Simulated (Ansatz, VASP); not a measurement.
**Li5SbO in VASP and in Ansatz**

INCAR

```
PREC = Accurate
ENCUT = 600
EDIFF = 1E-6
ISMEAR = 0
SIGMA = 0.1
LREAL = F
LASPH = T
NELM = 100
ALGO = Normal
ISIF = 3
LWAVE = F
LCHARG = F
GGA = PE
IBRION = 2
NSW = 100
EDIFFG = -0.01
```

File KPOINTS:

```
regular mesh
0
Gamma
  8 8 8
```

The input POSCAR:

```
Li5SbO
1.0
    4.6316488254      0.0000000000      0.0000000000
    0.0000000000      4.6316488254      0.0000000000
    0.0000000000      0.0000000000      5.5996029188
Li Sb O
5 1 1
Direct
    0.0000000000      0.5000000000      0.2462532890
    0.5000000000      0.0000000000      0.2462532890
    0.0000000000      0.5000000000      0.7537467110
    0.5000000000      0.0000000000      0.7537467110
    0.5000000000      0.5000000000      0.5000000000
    0.0000000000      0.0000000000      0.0000000000
    0.0000000000      0.0000000000      0.5000000000
```

Input for Ansatz:

```yaml
crystal:
  lattice:
    - [4.6316488254, 0.0, 0.0]
    - [0.0, 4.6316488254, 0.0]
    - [0.0, 0.0, 5.5996029188]
  atoms:
    - { symbol: Li, position: [0.0, 0.5, 0.246253289] }
    - { symbol: Li, position: [0.5, 0.0, 0.246253289] }
    - { symbol: Li, position: [0.0, 0.5, 0.753746711] }
    - { symbol: Li, position: [0.5, 0.0, 0.753746711] }
    - { symbol: Li, position: [0.5, 0.5, 0.5] }
    - { symbol: Sb, position: [0.0, 0.0, 0.0] }
    - { symbol: O, position: [0.0, 0.0, 0.5] }
basis:
  ecutwfc: 420
kpoints:
  mp_grid: { grid: [8, 8, 8] }
hamiltonian:
  xc: pbe
scf:
  occupations: { method: gaussian, width: 0.1 }
output:
  forces: true
  stress: true
  eigenvalues: true
relax:
  adjacent_minimum: "off"
  f_tol: 0.01
  max_steps: 80
  cell: { stress_tol: 0.05 }
```

Alike in both runs: task relaxation of cell and atoms; functional PBE; k mesh 8 × 8 × 8; occupations gaussian, width 0.1 eV; no spin polarisation.

```csv
,VASP,Ansatz
version,VASP 6.6.1,Ansatz 0.2.0
potentials or method,"VASP PAW PBE potentials, release 64 (Li_sv, Sb, O)","scalar-relativistic, plane waves, PAW"
plane-wave cutoff (eV),600,420
valence electrons in the cell,26,36
```

Ansatz gave:

* gap on the k mesh at the Fermi level, each at its own relaxed structure (eV): none
* relaxed volume (Å³/atom): 17.18
* relaxed cell length with the largest relative difference (Å): 5.890
* energy change over the relaxation (meV/atom): -2

Question: Which values does VASP return?

Answer: gap on the k mesh at the Fermi level, each at its own relaxed structure (eV): none; relaxed volume (Å³/atom): 17.08; relaxed cell length with the largest relative difference (Å): 5.843; energy change over the relaxation (meV/atom): -2.

A gap of «none» marks a metal or a gap that the smearing closes. The two sets of potentials don't hold the same shells in valence.

Caveats: the cutoff is under 1.25 times the usual one of these potentials, so pressure, stress and relaxed cells hold a basis-set (Pulay) error (VASP). Spin-orbit coupling is left out, which matters for the levels of Sb.
